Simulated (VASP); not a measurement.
Input:

```
CELL_PARAMETERS angstrom
      5.03275     0.00000     0.00000
      0.00000     8.98641     0.00000
      0.00000     0.00000     5.33574
ATOMIC_POSITIONS crystal
  Ti 0.13791 0.37103 0.40258
  Ti 0.86209 0.62897 0.59742
  Ti 0.36209 0.62897 0.90258
  Ti 0.63791 0.37103 0.09742
  Ti 0.63791 0.12897 0.59742
  Ti 0.36209 0.87103 0.40258
  Ti 0.86209 0.87103 0.09742
  Ti 0.13791 0.12897 0.90258
  O  0.46471 0.26971 0.38999
  O  0.53529 0.73029 0.61001
  O  0.03529 0.73029 0.88999
  O  0.96471 0.26971 0.11001
  O  0.96471 0.23029 0.61001
  O  0.03529 0.76971 0.38999
  O  0.53529 0.76971 0.11001
  O  0.46471 0.23029 0.88999
  O  0.81663 0.01048 0.85119
  O  0.18337 0.98952 0.14881
  O  0.68337 0.98952 0.35119
  O  0.31663 0.01048 0.64881
  O  0.31663 0.48952 0.14881
  O  0.68337 0.51048 0.85119
  O  0.18337 0.51048 0.64881
  O  0.81663 0.48952 0.35119
```

All values below come from PBEsol GGA, VASP's PBE PAW potentials (set 64) (plane waves; VASP). Run with LREAL = Auto, 400 eV cut-off, 5×3×5 Γ-centred mesh, Gaussian smearing of 0.010 eV, potentials Ti_sv O.

At this cut-off the stress carries a Pulay error, which pulls relaxed volumes low.

**Question.** Give the force on each atom (eV/Å).

**Answer.** 
```
atom      Fx      Fy      Fz
----  ------  ------  ------
Ti1    0.031  -0.179  -0.056
Ti2   -0.031   0.179   0.056
Ti3   -0.031   0.179  -0.056
Ti4    0.031  -0.179   0.056
Ti5    0.031   0.179   0.056
Ti6   -0.031  -0.179  -0.056
Ti7   -0.031  -0.179   0.056
Ti8    0.031   0.179  -0.056
O9     0.106  -0.130   0.005
O10   -0.106   0.130  -0.005
O11   -0.106   0.130   0.005
O12    0.106  -0.130  -0.005
O13    0.106   0.130  -0.005
O14   -0.106  -0.130   0.005
O15   -0.106  -0.130  -0.005
O16    0.106   0.130   0.005
O17   -0.361  -0.137  -0.243
O18    0.361   0.137   0.243
O19    0.361   0.137  -0.243
O20   -0.361  -0.137   0.243
O21   -0.361   0.137   0.243
O22    0.361  -0.137  -0.243
O23    0.361  -0.137   0.243
O24   -0.361   0.137  -0.243
```

**Question.** Give the stress tensor in GPa (positive for a compressed cell).

**Answer.** 
```
9.02  0.00  0.00
0.00  8.97  0.00
0.00  0.00  8.25
```
The pressure is its mean diagonal, 8.75 GPa.

The structure comes from a computed database's TiO2 entry, a phase known from measurement. The cell was not relaxed at this level.
